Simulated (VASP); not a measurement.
Input for VASP

**KPOINTS**
```
Automatic mesh
0
Gamma
8 8 8
0 0 0
```

INCAR:
```
SYSTEM=Ni3Si
PREC=Accurate; ENCUT=400; LREAL=F
LASPH=T
EDIFF=1E-6; NELM=100; ALGO=Normal
LMAXMIX=4
ISMEAR=1; SIGMA=0.1
GGA=PE
LDAUL=-1 2
LDAUU=0 4.0
LDAUJ=0 0
LDAU=T; LDAUTYPE=2; LDAUPRINT=1
ISIF=2
LWAVE=F; LCHARG=F; LORBIT=10
```

POSCAR:
```
Ni3Si
1.0
  3.5050560000   0.0000000000   0.0000000000
  0.0000000000   3.5949610000   0.0000000000
  0.0000000000   0.0000000000   3.6058960000
Si Ni
1 3
Direct
  0.0000000000   0.0000000000   0.0000000000
  0.0000000000   0.5000000000   0.5000000000
  0.5000000000   0.0000000000   0.5000000000
  0.5235490000   0.5000000000   0.0000000000
```

POTCAR, in this order: Si Ni (PBE.64 set). Program: vasp_std.

**Question.** Translate this PBE+U calculation to Ansatz.

**Answer.** One equivalent input (not run):
Ansatz 0.2 input:
```yaml
crystal:
  lattice:
    - [3.5050560, 0.0000000, 0.0000000]
    - [0.0000000, 3.5949610, 0.0000000]
    - [0.0000000, 0.0000000, 3.6058960]
  atoms:
    - { symbol: Si, position: [0.0000000, 0.0000000, 0.0000000] }
    - { symbol: Ni, position: [0.0000000, 0.5000000, 0.5000000] }
    - { symbol: Ni, position: [0.5000000, 0.0000000, 0.5000000] }
    - { symbol: Ni, position: [0.5235490, 0.5000000, 0.0000000] }
kpoints:
  mp_grid: { grid: [8, 8, 8] }
hamiltonian:
  xc: pbe
  pseudopotentials: { kind: paw }
  hubbard:
    sites:
      - { species: Ni, l: d, u_eff: 4 }
scf:
  occupations: { method: methfessel_paxton, width: 0.1 }
  max_iter: 100
output: { forces: true, stress: true, eigenvalues: true }
```
Limits of the translation: each code has its own PAW files, so the cut-off isn't converted (ENCUT is set for VASP's; basis.ecutwfc is left out, and Ansatz then takes the one that its files recommend); Ansatz stops its SCF on the density residual and VASP on the energy change (EDIFF); the +U projectors differ, so the same U acts differently.

The compound is Ni3Si in the L1_2 structure. The cell was not relaxed at this level, atoms are displaced from their ideal sites. The run is one of a series of settings (LDAU = .TRUE., LDAUJ = 0 0, LDAUL = -1 2, LDAUTYPE = 2, LDAUU = 0 4.0 against the base run), some of them coarse on purpose.
